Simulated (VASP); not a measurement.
Input:

```xyz
3
Lattice="0.0000 3.0000 3.0000 3.0000 0.0000 3.0000 3.0000 3.0000 0.0000" Properties=species:S:1:pos:R:3 pbc="T T T"
Al     1.5000     1.5000     1.5000
Al     4.5000     4.5000     4.5000
Au     0.0000     0.0000     0.0000
```

Computed with PBEsol GGA, VASP's PBE PAW potentials (set 64) (plane waves; VASP 6.6.1). Settings: 400 eV cut-off, 10×10×10 Γ-centred mesh, first-order Methfessel-Paxton smearing of 0.10 eV, potentials Al Au.

Unless said otherwise, spin-orbit coupling is left out, though it shifts the bands of the heavy elements here.

Q: Predict the energy per atom (σ→0), band gap (on the k-mesh) with the smallest direct gap where there is one.

A: 
```
Quantity                                                    Result
------------------------  ----------------------------------------
band gap (on the k-mesh)  none (metal, semimetal or under 0.01 eV)
energy per atom (σ→0)                               -4.492 eV/atom
```

The absolute energy has meaning only against runs of the same code, potentials and settings.

The compound is AuAl2 in the fluorite structure. The cell was not relaxed at this level. The electron count is odd and the run is not spin-polarised, which forces a metal.
